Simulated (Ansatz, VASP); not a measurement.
## GaSb: VASP beside Ansatz

One calculation is typed for both programs; each brings its own data sets. How far apart do they land? The cell is taken from a series of runs on this material, whose earlier steps may have relaxed, scaled, displaced or heated it; both programs get it as it stands.

Calculated with Ansatz 0.2.0; plane waves, with VASP 6.6.1 beside it; relaxation of cell and atoms at r2SCAN.

### Step 1. The structure

It takes space group F-43m (No. 216, cubic). The conventional cell has a = 6.118 Å, b = 6.118 Å, c = 6.118 Å, α = 90.00°, β = 90.00°, γ = 90.00°. Nearest to Ga lie 4 Sb at 2.65 Å. Nearest to Sb lie 4 Ga at 2.65 Å. Farther neighbours are not listed.

As a file:

```cif
data_structure
_symmetry_space_group_name_H-M 'P 1'
_symmetry_Int_Tables_number 1
_cell_length_a 4.3261
_cell_length_b 4.3261
_cell_length_c 4.3261
_cell_angle_alpha 60.000
_cell_angle_beta 60.000
_cell_angle_gamma 60.000
_cell_volume 57.25
loop_
_atom_site_label
_atom_site_type_symbol
_atom_site_fract_x
_atom_site_fract_y
_atom_site_fract_z
_atom_site_occupancy
Ga1 Ga 0.00000 0.00000 0.00000 1
Sb2 Sb 0.25000 0.25000 0.25000 1
```

### Step 2. Ansatz: relaxation of cell and atoms, r2SCAN

Ansatz runs on its default PAW (the set named soft_2) files.

The relaxed volume is the usual yardstick between codes: in a stiff, nearly cubic crystal its relative difference is about their pressure difference at one cell divided by the bulk modulus.

input.yaml reads:

```yaml
crystal:
  lattice:
    - [0.0, 3.059, 3.059]
    - [3.059, 0.0, 3.059]
    - [3.059, 3.059, 0.0]
  atoms:
    - { symbol: Ga, position: [0.0, 0.0, 0.0] }
    - { symbol: Sb, position: [0.25, 0.25, 0.25] }
kpoints:
  mp_grid: { grid: [12, 12, 12] }
scf:
  occupations: { method: fermi_dirac, width: 0.05 }
hamiltonian:
  xc: r2scan
  pseudopotentials: { kind: paw }
output:
  forces: true
relax:
  f_tol: 0.01
  max_steps: 50
  cell: {}
```

Launch:

```sh
ansatz run input.yaml --threads 4 --pin off --max-ram 12288MiB --backend cpu --events-out ev --progress --plain --runs-dir out
```

Numbers of over 12 decimals in the logs are rounded to 6 here.

Log:

```text
Engine: ansatz 0.2.0, x86_64-unknown-linux-gnu
Pseudopotentials: kind: paw
Pseudopotential: Ga, paw, valence charge 13, recommended cutoff 500 eV (meta_gga), Ga.paw.azcp
Pseudopotential: Sb, paw, valence charge 15, recommended cutoff 500 eV (meta_gga), Sb.paw.azcp
Functional definition: r2SCAN
  parameter k0 = 0.174
  parameter k1 = 0.065
  parameter a1 = 4.9479
  exchange = r2scan_x(k0 = k0, k1 = k1, a1 = a1)
  correlation = r2scan_c
Crystal: 2 atoms, lattice volume = 57.249 Å³
Basis set: ecut = 500 eV, 1459 PW (Γ), exchange–correlation on 128×128×128 points (64 copies of the dense FFT grid, shifted against one another)
Bands: 18, of which v1, the nominal top of the filled ones, is band 14 counted from 1 (13 counted from 0)
Symmetry: 24 space group operations
Space group: F-43m (ITA 216), of the structure as read, at distance tolerance 3.9e-5 Å
k-points: 72 of 1728 (time reversal used)
Non-local potential: Ga, projectors of the file, l = 0: 2, l = 1: 2, l = 2: 3, l = 3: 1
Non-local potential: Sb, projectors of the file, l = 0: 2, l = 1: 2, l = 2: 2, l = 3: 2
PAW form: soft (Blöchl's): semilocal exchange-correlation on the pseudo side does not see the compensation charge
PAW frozen core: Ga, regenerated for the run's functional (the file was generated under x = pbe(κ = 0.804, μ = 0.219515), c = pbe(β = 0.066725))
PAW frozen core: Sb, regenerated for the run's functional (the file was generated under x = pbe(κ = 0.804, μ = 0.219515), c = pbe(β = 0.066725))
PAW one-centre angular grid: Ga, 590 points (default); XC on 160 Gauss nodes
PAW one-centre angular grid: Sb, 590 points (default); XC on 160 Gauss nodes
Initial density: superposition of atomic densities (neutral atoms: chi_scale 0, normalization atom), corrected by the library's trained network
Initial wavefunctions: pseudopotential atomic-orbital guess
Functional: x = r2scan, c = r2scan; τ floored in thin density (d = 2e-4 eV/Å³)
SCF iter   1: F=—  HF=-10289.857795 eV  |F-HF|=—  |Δ(HF+E_count)|=         —  Δρ=7.60e-3  dr2=1.47e-2  dr2_τ=3.22e-3  ethr=1.77e-3  ⟨swp⟩=6.1  Hψ=6792  notcnv=0
preconditioner: auto → none  [insulator: Δε(μ)=0.391 eV  Ē_g=15.387 eV  σ=0.050 eV  W_gap=0.95  n_scr=14 (ndim 8)  ℏωp=20.8 eV  f_vac=0.094  D(μ)=0.00/eV (n_scr^D=0)  ε∞_Penn≈2.8]
SCF iter   2: F=—  HF=-10289.865778 eV  |F-HF|=—  |Δ(HF+E_count)|=   7.98e-3  Δρ=1.98e-3  dr2=1.94e-3  dr2_τ=3.81e-5  ethr=5.24e-5  ⟨swp⟩=2.0  Hψ=2811  notcnv=0
SCF iter   3: F=—  HF=-10289.865102 eV  |F-HF|=—  |Δ(HF+E_count)|=   6.76e-4  Δρ=1.60e-3  dr2=4.84e-4  dr2_τ=6.83e-6  ethr=6.94e-6  ⟨swp⟩=2.0  Hψ=1984  notcnv=0
SCF iter   4: F=—  HF=-10289.865321 eV  |F-HF|=—  |Δ(HF+E_count)|=   2.19e-4  Δρ=2.54e-4  dr2=1.33e-5  dr2_τ=5.35e-7  ethr=1.73e-6  ⟨swp⟩=2.7  Hψ=1606  notcnv=0
SCF iter   5: F=—  HF=-10289.865320 eV  |F-HF|=—  |Δ(HF+E_count)|=   8.93e-7  Δρ=2.46e-5  dr2=4.96e-7  dr2_τ=4.29e-9  ethr=4.74e-8  ⟨swp⟩=2.8  Hψ=2271  notcnv=0
SCF iter   6: F=-10289.865320 eV  HF=-10289.865320 eV  |F-HF|=3.64e-9  |Δ(HF+E_count)|=   8.94e-8  Δρ=6.70e-6  dr2=1.51e-8  dr2_τ=3.79e-10  ethr=3.57e-10  ⟨swp⟩=5.0  Hψ=4542  notcnv=0
SCF 1 converged in 6 iterations: F = -10289.865320 eV  dr2 = 1.51e-8
  greatest PAW one-centre occupation: 0.993 electrons in one spin orbital (limit 2), on the Ga atom at site 0 (counted from 0), in its partial waves of l = 2
relax step   1: F+E_penalty+E_count = -10289.86531968 eV  Δ(F+E_penalty+E_count) = +0.000e0 eV  max|allowed force component| = 1.758e-16 eV/Å  Δτ_max = 0.0000 Å  P = +0.388 GPa  Ω = 57.249 Å³  (6 SCF iters, dr2 threshold 1.00e-7 eV, accepted)
[...]
relax step   2: F+E_penalty+E_count = -10289.86562578 eV  Δ(F+E_penalty+E_count) = -3.061e-4 eV  max|allowed force component| = 4.626e-17 eV/Å  Δτ_max = 0.0000 Å  P = -0.151 GPa  Ω = 57.823 Å³  energy of the carried Pulay correction = -1.077e-4 eV  (5 SCF iters, dr2 threshold 2.00e-7 eV, accepted)
[...]
relax step   3: F+E_penalty+E_count = -10289.86573418 eV  Δ(F+E_penalty+E_count) = -1.084e-4 eV  max|allowed force component| = 3.238e-17 eV/Å  Δτ_max = 0.0000 Å  P = -0.002 GPa  Ω = 57.661 Å³  energy of the carried Pulay correction = -7.731e-5 eV  (4 SCF iters, dr2 threshold 5.74e-8 eV, accepted)
[...]
relax step   4: F+E_penalty+E_count = -10289.86580825 eV  Δ(F+E_penalty+E_count) = -7.407e-5 eV  max|allowed force component| = 3.701e-17 eV/Å  Δτ_max = 0.0000 Å  P = -0.001 GPa  Ω = 57.661 Å³  stress off target by 8.31e-4 GPa  SCF on the basis re-selected at this cell (its energy is not comparable with the rows above)  (5 SCF iters)
basis re-selected at this cell: Δ(F+E_penalty+E_count) = -7.407e-5 eV, ΔP = +0.001 GPa vs the last step (what re-selecting the basis moved, of the pressure what is left beyond the Pulay correction that the steps carried, after the strain that the cell walked since its last selection, with what the two solves' SCF thresholds leave and, on support functions, any second-order correction that the steps lacked; it is no m [...]
SCF converged after 5 iterations
Free energy (F): -10289.865808 eV
Harris-Foulkes:  -10289.865808 eV  (|F-HF|=1.22e-10)
Internal energy: -10289.865784 eV  (E = F + TS)
E sigma→0 (E₀):  -10289.865796 eV
Entropy (-TS):   -0.000025 eV (-0.012 meV/atom)
Fermi energy:    7.672100 eV
--- Per-component energies (eV) ---
  E_band       = -281.845256
  E_kinetic    = 321.361311
  E_local      = -3926.465971  (includes V_loc(G=0)·N_el)
  E_nonlocal   = 790.204787
  E_hartree    = 1808.861206
  E_xc         = -189.231362
  E_vxc        = -161.632887  (∫ρ·V_xc dr)
  E_paw        = -6606.477536  (= ΣΔE_a)
  E_vpaw       = -933.099908  (= ΣTr[D̂ρ^β])
  E_aug_tail   = -0.000037  (compensation charges beyond the density's cutoff)
  E_vtau       = 10.065119  (kinetic-family band-sum trace: ∫τ·v_τ [+ j·A + Jᵃ·Aᵃ] dr)
  E_ewald      = -2487.971148
  E_core_change = -0.147033  (= ΣΔE_core)
  E_smearing   = -0.000025  (= −TS)
  E_closure    = 0.000000  (closes the sum)
  Σ components = -10289.865808   (vs F -10289.865808, Δ=0.00e0)
--- Forces (eV/Å), atoms counted from 1 ---
  atom   1  Ga     0.00000000     0.00000000    -0.00000000
  atom   2  Sb    -0.00000000    -0.00000000     0.00000000
  max |Σ_I F_I| component: 1.85e-17 eV/Å
--- Stress (GPa, compression-positive) ---
       -0.000831      -0.000000       0.000000
       -0.000000      -0.000831       0.000000
       -0.000000       0.000000      -0.000831
  P = ⅓ Tr σ = -0.0008 GPa (-0.008 kbar)
--- Relaxed structure (3 steps of the walk, 3 accepted, 1 SCFs on fresh bases) ---
  F+E_penalty+E_count = -10289.86580825 eV   max|allowed force component| = 3.701e-17 eV/Å   (the final SCF, on the basis selected at the relaxed cell)
  cell:  # Å, volume = 57.6606 Å³
    - [0, 3.066313, 3.066313]
    - [3.066313, 0, 3.066313]
    - [3.066313, 3.066313, 0]
  atoms:
    - { symbol: Ga, position: [0, 0, 0] }
    - { symbol: Sb, position: [0.25, 0.25, 0.25] }
```

### Step 3. VASP: relaxation of cell and atoms, r2SCAN

The same cell, functional, mesh and smearing now go to VASP, with its own data sets.

Lines of VASP's logs that name or quote its potential files are left out, and so is its time.

INCAR reads:

```
SYSTEM = GaSb
PREC = Accurate
ENCUT = 550
EDIFF = 1E-07
NELM = 120
ISMEAR = -1
SIGMA = 0.05
LREAL = .FALSE.
ALGO = Normal
METAGGA = R2SCAN
LASPH = .TRUE.
NBANDS = 15
LORBIT = 11
LWAVE = .FALSE.
LCHARG = .FALSE.
ISIF = 3
IBRION = 2
NSW = 80
EDIFFG = -0.005
GGA_COMPAT = .FALSE.
NELMIN = 4
EFERMI = MIDGAP
LMIXTAU = .TRUE.
KPAR = 2
```

POSCAR reads:

```
GaSb
1.0
    0.0000000000      3.0590000000      3.0590000000
    3.0590000000      0.0000000000      3.0590000000
    3.0590000000      3.0590000000      0.0000000000
Ga Sb
1 1
Direct
    0.0000000000      0.0000000000      0.0000000000
    0.2500000000      0.2500000000      0.2500000000
```

KPOINTS reads:

```
Automatic mesh
0
Gamma
12 12 12
0 0 0
```

PAW data sets: Ga_d and Sb (PBE family, release 64).

Launch:

```sh
mpirun -np 2 vasp_std
```

Log:

```text
[banner, memory and clock lines left out]
running    2 mpi-ranks, on    1 nodes
 distrk:  each k-point on    1 cores,    2 groups
 distr:  one band on    1 cores,    1 groups

 POSCAR found type information on POSCAR GaSb
 POSCAR found :  2 types and       2 ions
|                                                                             |
|               ----> ADVICE to this user running VASP <----                  |
|                                                                             |
|     You enforced a specific xc type in the INCAR file but a different       |
|     [... a line on the potential file left out ...]
|     I HOPE YOU KNOW WHAT YOU ARE DOING!                                     |
|                                                                             |

 LDA part: xc-table for (None), standard interpolation
 POSCAR, INCAR and KPOINTS ok, starting setup
 FFT: planning ... GRIDC
 FFT: planning ... GRID_SOFT
 FFT: planning ... GRID
 WAVECAR not read
 entering main loop
       N       E                     dE             d eps       ncg     rms          rms(c)
DAV:   1     0.555859264393E+02    0.55586E+02   -0.93441E+03  2168   0.159E+03
DAV:   2    -0.325584508595E+02   -0.88144E+02   -0.84949E+02  2447   0.327E+02
DAV:   3    -0.393154857798E+02   -0.67570E+01   -0.67277E+01  2580   0.724E+01
DAV:   4    -0.394333076234E+02   -0.11782E+00   -0.11780E+00  2668   0.108E+01
DAV:   5    -0.394358731388E+02   -0.25655E-02   -0.25655E-02  2745   0.141E+00    0.290E+00
DAV:   6    -0.375648624874E+02    0.18710E+01   -0.39403E-01  2293   0.101E+01    0.201E+00
DAV:   7    -0.376811128042E+02   -0.11625E+00   -0.36673E-01  2335   0.722E+00    0.621E-01
DAV:   8    -0.375864697085E+02    0.94643E-01   -0.23819E-01  2167   0.500E+00    0.185E-01
DAV:   9    -0.376007965759E+02   -0.14327E-01   -0.13371E-02  2538   0.100E+00    0.223E-01
DAV:  10    -0.376014123109E+02   -0.61574E-03   -0.35758E-03  2328   0.626E-01    0.475E-01
DAV:  11    -0.376052704265E+02   -0.38581E-02   -0.17296E-02  2272   0.109E+00    0.648E-02
DAV:  12    -0.376034830775E+02    0.17873E-02   -0.15639E-03  2615   0.337E-01    0.727E-02
DAV:  13    -0.376048155565E+02   -0.13325E-02   -0.40078E-04  2398   0.182E-01    0.617E-02
DAV:  14    -0.376053935860E+02   -0.57803E-03   -0.76038E-04  2251   0.197E-01    0.267E-02
DAV:  15    -0.376054045371E+02   -0.10951E-04   -0.49987E-05  2836   0.654E-02    0.567E-03
DAV:  16    -0.376054692262E+02   -0.64689E-04   -0.60564E-05  2209   0.605E-02    0.183E-03
DAV:  17    -0.376054695316E+02   -0.30537E-06   -0.17640E-06  3048   0.166E-02    0.172E-03
DAV:  18    -0.376054709646E+02   -0.14330E-05   -0.57093E-07  2244   0.915E-03    0.314E-04
DAV:  19    -0.376054713886E+02   -0.42395E-06   -0.14967E-07  2278   0.412E-03    0.446E-04
DAV:  20    -0.376054714152E+02   -0.26635E-07   -0.17851E-08  1710   0.196E-03
   1 F= -.37605471E+02 E0= -.37605462E+02  d E =-.376055E+02
 curvature:   0.00 expect dE= 0.000E+00 dE for cont linesearch  0.000E+00
 trial: gam= 0.00000 g(F)=  0.355E-48 g(S)=  0.209E-02 ort = 0.000E+00 (trialstep = 0.100E+01)
 search vector abs. value=  0.209E-02
 bond charge predicted
       N       E                     dE             d eps       ncg     rms          rms(c)
DAV:   1    -0.376280283117E+02   -0.22557E-01   -0.28548E-01  2706   0.916E+00    0.852E-01
DAV:   2    -0.376108512371E+02    0.17177E-01   -0.27847E-02  2678   0.309E+00    0.406E-01
DAV:   3    -0.376061399100E+02    0.47113E-02   -0.55086E-03  2594   0.131E+00    0.850E-02
DAV:   4    -0.376052836012E+02    0.85631E-03   -0.20067E-03  2223   0.575E-01    0.174E-02
DAV:   5    -0.376059921715E+02   -0.70857E-03   -0.41352E-04  2167   0.203E-01    0.131E-02
DAV:   6    -0.376059613891E+02    0.30782E-04   -0.28389E-05  2349   0.446E-02    0.711E-03
DAV:   7    -0.376059879148E+02   -0.26526E-04   -0.58347E-05  2307   0.665E-02    0.424E-03
DAV:   8    -0.376059981265E+02   -0.10212E-04   -0.89254E-06  2244   0.290E-02    0.188E-03
DAV:   9    -0.376059991808E+02   -0.10543E-05   -0.77842E-07  2510   0.105E-02    0.891E-04
DAV:  10    -0.376059997563E+02   -0.57550E-06   -0.54844E-07  2272   0.987E-03    0.394E-04
DAV:  11    -0.376059998976E+02   -0.14136E-06   -0.42017E-08  1759   0.263E-03    0.297E-04
DAV:  12    -0.376059998805E+02    0.17096E-07   -0.73538E-09  1227   0.920E-04
   2 F= -.37606000E+02 E0= -.37605981E+02  d E =-.528465E-03
 trial-energy change:   -0.000528  1 .order   -0.000632   -0.002086    0.000822
 step:   0.6701(harm=  0.7173)  dis= 0.00000  next Energy=   -37.606139 (dE=-0.668E-03)
 bond charge predicted
       N       E                     dE             d eps       ncg     rms          rms(c)
DAV:   1    -0.376085124502E+02   -0.25126E-02   -0.30645E-02  2699   0.294E+00    0.283E-01
DAV:   2    -0.376066645443E+02    0.18479E-02   -0.31438E-03  2678   0.107E+00    0.133E-01
DAV:   3    -0.376061756208E+02    0.48892E-03   -0.55329E-04  2608   0.417E-01    0.294E-02
DAV:   4    -0.376060877858E+02    0.87835E-04   -0.20517E-04  2223   0.179E-01    0.583E-03
DAV:   5    -0.376061531384E+02   -0.65353E-04   -0.38170E-05  2174   0.605E-02    0.441E-03
DAV:   6    -0.376061475058E+02    0.56326E-05   -0.25907E-06  2356   0.132E-02    0.227E-03
DAV:   7    -0.376061469300E+02    0.57574E-06   -0.61636E-06  2300   0.217E-02    0.135E-03
DAV:   8    -0.376061483760E+02   -0.14460E-05   -0.93375E-07  2230   0.918E-03    0.587E-04
DAV:   9    -0.376061478599E+02    0.51608E-06   -0.66876E-08  1920   0.302E-03    0.217E-04
DAV:  10    -0.376061479076E+02   -0.47683E-07   -0.42095E-08  1640   0.284E-03
   3 F= -.37606148E+02 E0= -.37606133E+02  d E =-.676492E-03
 curvature:  -0.35 expect dE=-0.168E-05 dE for cont linesearch -0.168E-05
 trial: gam=-0.04574 g(F)=  0.129E-48 g(S)=  0.482E-05 ort = 0.100E-03 (trialstep = 0.934E+00)
 search vector abs. value=  0.112E-07
 reached required accuracy - stopping structural energy minimisation
```

From OUTCAR (step 3):

```text
ion  position               nearest neighbor table
   1  0.000  0.000  0.000-   2 2.65   2 2.65   2 2.65   2 2.65
   2  0.250  0.250  0.250-   1 2.65   1 2.65   1 2.65   1 2.65

  LATTYP: Found a face centered cubic cell.
 ALAT       =     6.1180000000

 Subroutine GETGRP returns: Found 24 space group operations
 (whereof 24 operations were pure point group operations)

The static configuration has the point symmetry T_d .

 Found     72 irreducible k-points:

   k-points           NKPTS =     72   k-points in BZ     NKDIM =     72   number of bands    NBANDS=     15

   dimension x,y,z NGX =    36 NGY =   36 NGZ =   36
   dimension x,y,z NGXF=    72 NGYF=   72 NGZF=   72

   ENCUT  =  550.0 eV  40.42 Ry    6.36 a.u.   8.27  8.27  8.27*2*pi/ulx,y,z

   NELECT =      18.0000    total number of electrons

 k-points in reciprocal lattice and weights: Automatic mesh
   0.00000000  0.00000000  0.00000000       0.001
   0.08333333  0.00000000  0.00000000       0.005
   0.16666667  0.00000000  0.00000000       0.005
   0.25000000  0.00000000  0.00000000       0.005
   0.33333333  0.00000000  0.00000000       0.005
   0.41666667  0.00000000  0.00000000       0.005
   0.50000000  0.00000000  0.00000000       0.002
   0.08333333  0.08333333  0.00000000       0.003
   0.16666667  0.08333333  0.00000000       0.014
[...]
-0.33333333  0.50000000  0.16666667       0.007
  -0.25000000  0.50000000  0.25000000       0.003

 average (electrostatic) potential at core
       1 -70.6126       2 -92.8583

 E-fermi :   4.8345

 k-point     1 :       0.0000    0.0000    0.0000
  band No.  band energies     occupation
    ...
      5     -10.8243      2.00000
      6      -7.2733      2.00000
      7       4.5998      1.98190
      8       4.5998      1.98190
      9       4.5998      1.98190
     10       4.9868      0.09085
     11       7.5835      0.00000
     12       7.5835      0.00000
     13       7.5835      0.00000
     14      10.9426      0.00000
    ...

 k-point     2 :       0.0833    0.0000    0.0000
  band No.  band energies     occupation
    ...
      5     -10.8244      2.00000
      6      -7.1985      2.00000
      7       3.3686      2.00000
      8       4.4728      1.99856
      9       4.4728      1.99856
     10       5.7536      0.00000
     11       7.7588      0.00000
     12       7.7588      0.00000
     13       7.8807      0.00000
     14      11.3426      0.00000
    ...

 k-point     3 :       0.1667    0.0000    0.0000
  band No.  band energies     occupation
    ...
      5     -10.8246      2.00000
      6      -6.9785      2.00000
      7       1.8993      2.00000
      8       4.1841      2.00000
      9       4.1841      2.00000
     10       5.8746      0.00000
     11       8.1469      0.00000
     12       8.1469      0.00000
     13       8.8846      0.00000
     14      12.1699      0.00000
    ...

  Total        0.0081577      0.0081577      0.0081577      0.0000000     -0.0000000     -0.0000000
  in kB        0.2264320      0.2264320      0.2264320      0.0000000     -0.0000000     -0.0000000
  external PRESSURE =       0.2264320 kB  Pullay stress =       0.0000000 kB

  energy-cutoff  :      550.00
  volume of cell :       57.72
      direct lattice vectors                 reciprocal lattice vectors
    -0.000000000  3.067394909  3.067394909    -0.163004769  0.163004769  0.163004769
     3.067394909  0.000000000  3.067394909     0.163004769 -0.163004769  0.163004769
     3.067394909  3.067394909 -0.000000000     0.163004769  0.163004769 -0.163004769

 POSITION                                       TOTAL-FORCE (eV/Angst)
 -----------------------------------------------------------------------------------
      0.00000      0.00000      0.00000         0.000000     -0.000000     -0.000000
      1.53370      1.53370      1.53370         0.000000      0.000000      0.000000
 -----------------------------------------------------------------------------------
    total drift:                                0.000000      0.000000      0.000000

  FREE ENERGIE OF THE ION-ELECTRON SYSTEM (eV)
  ---------------------------------------------------
  free  energy   TOTEN  =       -37.6061479076 eV

  energy  without entropy=      -37.6061180261  energy(sigma->0) =      -37.60613297

 reached required accuracy - stopping structural energy minimisation

 total charge
# of ion       s       p       d       tot
------------------------------------------
    1        0.875   0.761   9.964  11.600
    2        1.106   1.352   0.028   2.486
--------------------------------------------------
tot          1.981   2.113   9.992  14.086

[... 3 further parts left out ...]
```

CONTCAR:

```
GaSb
   1.00000000000000
    -0.0000000000000000    3.0673949094734070    3.0673949094734070
     3.0673949094734070    0.0000000000000000    3.0673949094734070
     3.0673949094734070    3.0673949094734070   -0.0000000000000000
  Ga              Sb
     1     1
Direct
     0.0000000000000000    0.0000000000000000    0.0000000000000000
     0.2500000000000000    0.2500000000000000    0.2500000000000000
```

### Step 4. Side by side

Known differences besides the potentials themselves: VASP keeps PBE cores, Ansatz makes them for the functional; the data sets hold 28 valence electrons in Ansatz (on its default PAW (the set named soft_2) files) and 18 in VASP; the cutoff is 500 eV in Ansatz and 550 eV in VASP; Ansatz adds a Pulay correction to the stress that steers its cell, VASP none. Total energies have different zeros and are not compared.

The two programs side by side:

```tsv
quantity	Ansatz	VASP	difference
volume (Å³)	57.66	57.72	-0.11 %
edge a after relaxation, in the typed setting (Å)	4.336	4.338	-0.04 %
```

### Step 5. Outcome

```
difference in volume (relaxation of cell and atoms, r2SCAN) : -0.11 %
```

**Reading.** The difference in volume is -0.11 % (relaxation of cell and atoms, r2SCAN), within the 1.2 % picked in this series as the mark of a large difference, as far as the stopping tolerances let one tell. The data sets hold unlike numbers of valence electrons (28 in Ansatz and 18 in VASP), so part of the differences comes from the potentials. Such differences can come from data sets, numerical settings and the points named under the comparisons, not from the functional's error against experiment.

[Lines on the potential files, build, host, timing and source positions are cut from VASP's logs without a mark.]

[Logs are printed without paths, hosts, clocks, repeated set-up lines and the standing remarks that a program may print on its own settings, such as how far it seeks lower states.]

[Hosts, paths, dates, database ids (printed as entryN), source tags and the programs' standing remarks are cut or masked in the printed files.]
